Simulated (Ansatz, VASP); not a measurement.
# Cross-check of MnPt between VASP and Ansatz, part 2 of 2

Aim: how closely do two programs agree when they are given the same cell, functional and k mesh? The cell is taken from a series of VASP runs on this material, whose earlier steps may have relaxed, scaled or displaced it; both programs get it as it stands.

VASP 6.6.1 and Ansatz 0.2.0.

So far: Starting point; VASP: relaxation of cell and atoms, PBEsol with D3(BJ).

### Step 3. Ansatz: relaxation of cell and atoms, PBEsol with D3(BJ)

Level of this step: Ansatz beside VASP: Kohn-Sham DFT, plane waves, PBEsol with D3(BJ) (Ansatz).

Ansatz runs on its default PAW (the set named soft_2) files.

The same cell, functional, mesh and smearing now go to Ansatz, which takes its cutoff from its data sets.

File input.yaml:

```yaml
crystal:
  lattice:
    - [5.4411599127, 0.0, 0.0]
    - [2.7205799563, 2.7205799563, 0.0]
    - [0.0, 0.0, 3.6542234887]
  atoms:
    - { symbol: Mn, position: [0.0, 0.0, 0.0], spin: 3.68 }
    - { symbol: Mn, position: [0.5, 0.0, 0.0], spin: -3.68 }
    - { symbol: Pt, position: [0.0, 0.5, 0.5] }
    - { symbol: Pt, position: [0.5, 0.5, 0.5] }
hamiltonian:
  xc: pbesol
  pseudopotentials: { kind: paw }
  dispersion: d3bj
magnetization:
  spin_polarized: true
kpoints:
  mp_grid: { grid: [7, 7, 5] }
scf:
  occupations: { method: methfessel_paxton, width: 0.2 }
relax:
  f_tol: 0.01
  max_steps: 60
  cell: { stress_tol: 0.05 }
output:
  forces: true
  stress: true
```

On the command line:

```
ansatz run input.yaml --threads 4 --pin off --max-ram 9216MiB --backend cpu --events-out ev --progress --plain --runs-dir out
```

Numbers of over 12 decimals in the logs are rounded to 6 here.

What it wrote:

```text
Engine: ansatz 0.2.0, aarch64-unknown-linux-gnu
Pseudopotentials: kind: paw
Pseudopotential: Mn, paw, valence charge 15, recommended cutoff 420 eV (normal), Mn.paw.azcp
Pseudopotential: Pt, paw, valence charge 18, recommended cutoff 420 eV (normal), Pt.paw.azcp
Functional definition: PBEsol
  exchange = pbesol_x
  correlation = pbesol_c
Crystal: 4 atoms, lattice volume = 54.094 Å³
Basis set: ecut = 420 eV, 1053 PW (Γ), exchange–correlation on 80×54×50 points (8 copies of the dense FFT grid, shifted against one another)
Bands: 45, of which v1, the nominal top of the filled ones, is band 33 counted from 1 (32 counted from 0)
Symmetry: 16 space group operations
Space group: P4/mmm (ITA 123), of the structure as read, at distance tolerance 3.8e-5 Å
Magnetic group: BNS 123.349 (UNI 1009), of the structure as read, at distance tolerance 3.8e-5 Å
k-points: 30 of 245
Non-local potential: Mn, projectors of the file, l = 0: 3, l = 1: 2, l = 2: 3, l = 3: 1
Non-local potential: Pt, projectors of the file, l = 0: 3, l = 1: 2, l = 2: 2, l = 3: 1
PAW form: soft (Blöchl's): semilocal exchange-correlation on the pseudo side does not see the compensation charge
PAW frozen core: Mn, regenerated for the run's functional, and the local potential with it (the file was generated under x = pbe(κ = 0.804, μ = 0.219515), c = pbe(β = 0.066725))
PAW frozen core: Pt, regenerated for the run's functional, and the local potential with it (the file was generated under x = pbe(κ = 0.804, μ = 0.219515), c = pbe(β = 0.066725))
PAW one-centre angular grid: Mn, 590 points (default); XC on 64 Gauss nodes
PAW one-centre angular grid: Pt, 590 points (default); XC on 64 Gauss nodes
Initial density: superposition of atomic densities (chi_scale 0.1, normalization cell)
Starting moments: Σ|m| = 7.36 μB on 2 of 4 sites
Starting magnetic order: antiferromagnet; a translation exchanges its spin sublattices: spin-degenerate at every k-point
Initial wavefunctions: pseudopotential atomic-orbital guess
Functional: x = pbesol(κ = 0.804, μ = 0.123457), c = pbesol(β = 0.046)
SCF iter   1: F=—  HF=-32509.782004 eV  |F-HF|=—  |Δ(HF+E_count)|=         —  Δρ=5.49e-2 (↑5.49e-2 ↓5.49e-2)  dr2=7.65e0  dr2_m=3.17e-2  M=0.000 μB ∫|m|=7.048 μB  β_m=0.30  ethr=3.10e-3  ⟨swp⟩=5.1  Hψ=4361  notcnv=0  defer=16
Mixer restart at iter 1: flushing history
preconditioner: auto → Kerker (q_TF=auto, 2.820 Å⁻¹)  [metal: Δε(μ)=0.098 eV  Ē_g=8.988 eV  σ=0.200 eV  W_gap=0.27  n_scr=18 (ndim 8)  ℏωp=29.4 eV  f_vac=0.000  D(μ)=1.56/eV (n_scr^D=6)]
spin=Collinear: Kerker preconditioning applied to the charge; magnetization (m = ρ↑ − ρ↓) channel mixes plain (no charge-response kernel on spin).
SCF iter   2: F=—  HF=-32508.874112 eV  |F-HF|=—  |Δ(HF+E_count)|=   9.08e-1  Δρ=3.37e-2 (↑3.37e-2 ↓3.37e-2)  dr2=3.05e0  dr2_m=1.41e-2  M=0.000 μB ∫|m|=7.125 μB  β_m=0.52  ethr=3.10e-3  ⟨swp⟩=2.3  Hψ=2078  notcnv=0  defer=109
SCF iter   3: F=—  HF=-32508.827586 eV  |F-HF|=—  |Δ(HF+E_count)|=   4.65e-2  Δρ=6.70e-3 (↑6.70e-3 ↓6.70e-3)  dr2=5.68e-2  dr2_m=3.28e-3  M=0.000 μB ∫|m|=7.209 μB  β_m=0.63  ethr=3.10e-3  ⟨swp⟩=2.0  Hψ=2104  notcnv=0  defer=108
SCF iter   4: F=—  HF=-32508.862966 eV  |F-HF|=—  |Δ(HF+E_count)|=         —  Δρ=5.50e-3 (↑5.50e-3 ↓5.50e-3)  dr2=4.45e-2  dr2_m=6.40e-3  M=0.000 μB ∫|m|=7.268 μB  β_m=0.63  ethr=8.61e-5  ⟨swp⟩=2.4  Hψ=2369  notcnv=0  defer=101
Mixer restart at iter 4: flushing history
SCF iter   5: F=—  HF=-32508.861783 eV  |F-HF|=—  |Δ(HF+E_count)|=   1.18e-3  Δρ=1.96e-3 (↑1.96e-3 ↓1.96e-3)  dr2=4.51e-3  dr2_m=3.79e-5  M=0.000 μB ∫|m|=7.253 μB  β_m=0.61  ethr=6.75e-5  ⟨swp⟩=2.1  Hψ=1911  notcnv=0  defer=101
SCF iter   6: F=—  HF=-32508.860042 eV  |F-HF|=—  |Δ(HF+E_count)|=   1.74e-3  Δρ=1.18e-3 (↑1.18e-3 ↓1.18e-3)  dr2=2.71e-3  dr2_m=3.04e-4  M=0.000 μB ∫|m|=7.267 μB  β_m=0.69  ethr=6.83e-6  ⟨swp⟩=2.0  Hψ=2166  notcnv=0  defer=101
SCF iter   7: F=—  HF=-32508.859303 eV  |F-HF|=—  |Δ(HF+E_count)|=   7.39e-4  Δρ=4.31e-4 (↑4.31e-4 ↓4.31e-4)  dr2=2.85e-4  dr2_m=9.20e-7  M=0.000 μB ∫|m|=7.271 μB  β_m=0.84  ethr=4.11e-6  ⟨swp⟩=2.2  Hψ=1865  notcnv=0  defer=101
SCF iter   8: F=—  HF=-32508.859439 eV  |F-HF|=—  |Δ(HF+E_count)|=   1.36e-4  Δρ=1.18e-4 (↑1.18e-4 ↓1.18e-4)  dr2=5.35e-6  dr2_m=5.65e-6  M=0.000 μB ∫|m|=7.276 μB  β_m=0.92  ethr=4.31e-7  ⟨swp⟩=2.1  Hψ=2045  notcnv=0  defer=101
SCF iter   9: F=—  HF=-32508.848106 eV  |F-HF|=—  |Δ(HF+E_count)|=         —  Δρ=6.57e-4 (↑6.57e-4 ↓6.57e-4)  dr2=3.69e-4  dr2_m=1.27e-4  M=0.000 μB ∫|m|=7.291 μB  β_m=0.92  ethr=8.11e-9  ⟨swp⟩=2.0  Hψ=2020  notcnv=0  defer=101
Mixer restart at iter 9: flushing history
iteration 9: the input's own smearing fills from here on; a Gaussian of 0.2 eV has filled iterations ahead of it
SCF iter  10: F=—  HF=-32508.848214 eV  |F-HF|=—  |Δ(HF+E_count)|=   1.09e-4  S|Δr|=    0.00e0  Δρ=7.79e-4 (↑7.79e-4 ↓7.79e-4)  dr2=9.83e-4  dr2_m=4.92e-5  M=0.000 μB ∫|m|=7.293 μB  β_m=0.77  ethr=8.11e-9  ⟨swp⟩=3.1  Hψ=2606  notcnv=0  defer=101
SCF iter  11: F=—  HF=-32508.848114 eV  |F-HF|=—  |Δ(HF+E_count)|=   9.98e-5  S|Δr|=    0.00e0  Δρ=3.29e-4 (↑3.29e-4 ↓3.29e-4)  dr2=2.38e-4  dr2_m=9.94e-6  M=0.000 μB ∫|m|=7.297 μB  β_m=0.71  ethr=8.11e-9  ⟨swp⟩=3.0  Hψ=2583  notcnv=0  defer=101
SCF iter  12: F=—  HF=-32508.848094 eV  |F-HF|=—  |Δ(HF+E_count)|=   2.03e-5  S|Δr|=    0.00e0  Δρ=1.34e-4 (↑1.34e-4 ↓1.34e-4)  dr2=3.55e-5  dr2_m=1.15e-6  M=0.000 μB ∫|m|=7.297 μB  β_m=0.66  ethr=8.11e-9  ⟨swp⟩=2.0  Hψ=2153  notcnv=0  defer=101
SCF iter  13: F=—  HF=-32508.848090 eV  |F-HF|=—  |Δ(HF+E_count)|=   4.39e-6  S|Δr|=    0.00e0  Δρ=3.36e-5 (↑3.36e-5 ↓3.36e-5)  dr2=2.15e-6  dr2_m=1.82e-7  M=0.000 μB ∫|m|=7.297 μB  β_m=0.80  ethr=8.11e-9  ⟨swp⟩=2.0  Hψ=1939  notcnv=0  defer=101
SCF iter  14: F=—  HF=-32508.848089 eV  |F-HF|=—  |Δ(HF+E_count)|=   1.99e-7  S|Δr|=    0.00e0  Δρ=1.15e-5 (↑1.15e-5 ↓1.15e-5)  dr2=3.34e-7  dr2_m=2.78e-9  M=0.000 μB ∫|m|=7.297 μB  β_m=0.90  ethr=3.26e-9  ⟨swp⟩=1.1  Hψ=1250  notcnv=0  defer=101
SCF iter  15: F=-32508.848089 eV  HF=-32508.848089 eV  |F-HF|=4.73e-9  |Δ(HF+E_count)|=   3.98e-8  S|Δr|=    0.00e0  Δρ=1.14e-6 (↑1.14e-6 ↓1.14e-6)  dr2=5.17e-9  dr2_m=1.44e-11  M=0.000 μB ∫|m|=7.297 μB  ethr=1.52e-10  ⟨swp⟩=3.5  Hψ=3506  notcnv=0
SCF 1 converged in 15 iterations: F = -32508.848089 eV  dr2 = 5.17e-9
  greatest PAW one-centre occupation: 1.002 electrons in one spin orbital (limit 2), on the Mn atom at site 1 (counted from 0), in its partial waves of l = 1
relax step   1: F+E_penalty+E_count = -32508.84808935 eV  Δ(F+E_penalty+E_count) = +0.000e0 eV  max|allowed force component| = 3.865e-28 eV/Å  Δτ_max = 0.0000 Å  P = +0.592 GPa  Ω = 54.094 Å³  (15 SCF iters, dr2 threshold 1.00e-7 eV, accepted)
[...]
relax step   2: F+E_penalty+E_count = -32508.84822346 eV  Δ(F+E_penalty+E_count) = -1.341e-4 eV  max|allowed force component| = 6.508e-30 eV/Å  Δτ_max = 0.0000 Å  P = -0.257 GPa  Ω = 54.298 Å³  energy of the carried Pulay correction = -8.582e-5 eV  (6 SCF iters, dr2 threshold 4.00e-7 eV, accepted)
[...]
relax step   3: F+E_penalty+E_count = -32508.84830070 eV  Δ(F+E_penalty+E_count) = -7.724e-5 eV  max|allowed force component| = 6.311e-30 eV/Å  Δτ_max = 0.0000 Å  P = -0.005 GPa  Ω = 54.236 Å³  energy of the carried Pulay correction = -5.951e-5 eV  (5 SCF iters, dr2 threshold 1.74e-7 eV, accepted)
[...]
relax step   4: F+E_penalty+E_count = -32508.84837806 eV  Δ(F+E_penalty+E_count) = -7.736e-5 eV  max|allowed force component| = 4.134e-29 eV/Å  Δτ_max = 0.0000 Å  P = -0.005 GPa  Ω = 54.236 Å³  stress off target by 1.00e-2 GPa  SCF on the basis re-selected at this cell (its energy is not comparable with the rows above)  (6 SCF iters)
basis re-selected at this cell: Δ(F+E_penalty+E_count) = -7.736e-5 eV, ΔP = -0.000 GPa vs the last step (what re-selecting the basis moved, of the pressure what is left beyond the Pulay correction that the steps carried, after the strain that the cell walked since its last selection, with what the two solves' SCF thresholds leave and, on support functions, any second-order correction that the steps lacked; it is no m [...]
SCF converged after 6 iterations
Stability not checked: this state was not tested for a lower state beside it, because cold or Methfessel-Paxton smearing, or corrected tetrahedra, fill the levels in a way that the test cannot read (fill_not_monotonic; see scf.lower_state_search)
Magnetization: 0.0000 μB (33.0000 up, 33.0000 down)
Absolute magnetization: 7.3172 μB (∫|ρ↑−ρ↓|, with the PAW one-centre terms)
Spin contamination: 3.7185 ħ² per cell (⟨S²⟩ above its minimum at these occupations)
Per-site moments (μB) at R_I (Å): [(3.448061, 1.095475), (-3.448061, 1.095475), (6.972631060760245e-16, 1.095475), (-6.972631060760245e-16, 1.095475)]
Free energy (F): -32508.848378 eV
Harris-Foulkes:  -32508.848378 eV  (|F-HF|=2.18e-11)
Internal energy: -32508.857551 eV  (E = F + TS)
E sigma→0 (E₀):  -32508.850671 eV
Entropy (-TS):   0.009173 eV (2.293 meV/atom)
Fermi energy:    21.735410 eV
--- Per-component energies (eV) ---
  E_band       = -639.891245
  E_kinetic    = 1886.087146
  E_local      = -6313.030710  (includes V_loc(G=0)·N_el)
  E_nonlocal   = 895.744258
  E_hartree    = 2485.357169
  E_xc         = -749.118561
  E_vxc        = -898.538690  (∫ρ·V_xc dr)
  E_paw        = -21176.015556  (= ΣΔE_a)
  E_vpaw       = -1180.868261  (= ΣTr[D̂ρ^β])
  E_aug_tail   = 0.000313  (compensation charges beyond the density's cutoff)
  E_ewald      = -9536.705527
  E_disp       = -2.089346  (pairwise vdW)
  E_core_change = 0.913263  (= ΣΔE_core)
  E_smearing   = 0.009173  (= −TS)
  E_closure    = -0.000000  (closes the sum)
  Σ components = -32508.848378   (vs F -32508.848378, Δ=0.00e0)
--- Forces (eV/Å), atoms counted from 1 ---
  atom   1  Mn     0.00000000     0.00000000     0.00000000
  atom   2  Mn     0.00000000    -0.00000000     0.00000000
  atom   3  Pt    -0.00000000     0.00000000     0.00000000
  atom   4  Pt    -0.00000000    -0.00000000     0.00000000
  max |Σ_I F_I| component: 1.38e-28 eV/Å
--- Stress (GPa, compression-positive) ---
       -0.010033       0.000000      -0.000000
        0.000000      -0.010033      -0.000000
       -0.000000      -0.000000       0.005069
  P = ⅓ Tr σ = -0.0050 GPa (-0.050 kbar)
--- Relaxed structure (3 steps of the walk, 3 accepted, 1 SCFs on fresh bases) ---
  F+E_penalty+E_count = -32508.84837806 eV   max|allowed force component| = 4.134e-29 eV/Å   (the final SCF, on the basis selected at the relaxed cell)
  cell:  # Å, volume = 54.2357 Å³
    - [5.444721, 5.0032715146412976e-11, 0]
    - [2.722361, 2.722361, 0]
    - [0, 0, 3.659016]
  atoms:
    - { symbol: Mn, position: [0, 0, 0] }
    - { symbol: Mn, position: [0.5, 0, 0] }
    - { symbol: Pt, position: [0, 0.500000, 0.500000] }
    - { symbol: Pt, position: [0.5, 0.500000, 0.500000] }
```

Run time: 6.1 s. Hardware: 4 threads of Arm Neoverse V1, shared host; peak memory 0.45 GiB.

### Step 4. Side by side

Known differences besides the potentials themselves: both relaxations stop at a tolerance, which leaves soft axes loose, and VASP keeps its plane-wave basis; the data sets hold 66 valence electrons in Ansatz (default PAW (the set named soft_2) files) and 46 in VASP; the cutoff is 420 eV in Ansatz and 400 eV in VASP; Ansatz makes its cores anew for this functional, VASP keeps those of its PBE data sets; Ansatz adds a Pulay correction to the stress that steers its cell, VASP none; site moments are counted in spheres of each program's own size. Total energies have different zeros and are not compared.

The two programs side by side:

```
                                         quantity  Ansatz   VASP  difference
                                      volume (Å³)   54.24  54.06     +0.32 %
edge a after relaxation, in the typed setting (Å)   5.445  5.440     +0.09 %
edge b after relaxation, in the typed setting (Å)   3.850  3.846     +0.09 %
edge c after relaxation, in the typed setting (Å)   3.659  3.654     +0.14 %
                               moment on Mn1 (μB)    3.45   3.46       -0.02
                               moment on Mn2 (μB)   -3.45  -3.46       +0.02
```

The walks stopped with 0.00 GPa left in Ansatz and 0.02 GPa in VASP; each walk ends within a tolerance, so the volume difference is uncertain by about these residues over the bulk modulus, most in soft cells.

### Step 5. Outcome

- difference in volume (relaxation of cell and atoms, PBEsol with D3(BJ)): 0.32 %

In words: The difference in volume is 0.32 % (relaxation of cell and atoms, PBEsol with D3(BJ)), within the 1.2 % picked in this series as the mark of a large difference, as far as the stopping tolerances let one tell. How closely two codes agree says nothing of how well the functional describes the real material.

[Lines on the potential files, build, host, timing and source positions are cut from VASP's logs without a mark.]

[Logs are printed without paths, hosts, clocks, repeated set-up lines and the standing remarks that a program may print on its own settings, such as how far it seeks lower states.]

[Hosts, paths, dates, database ids (printed as entryN), source tags and the programs' standing remarks are cut or masked in the printed files.]
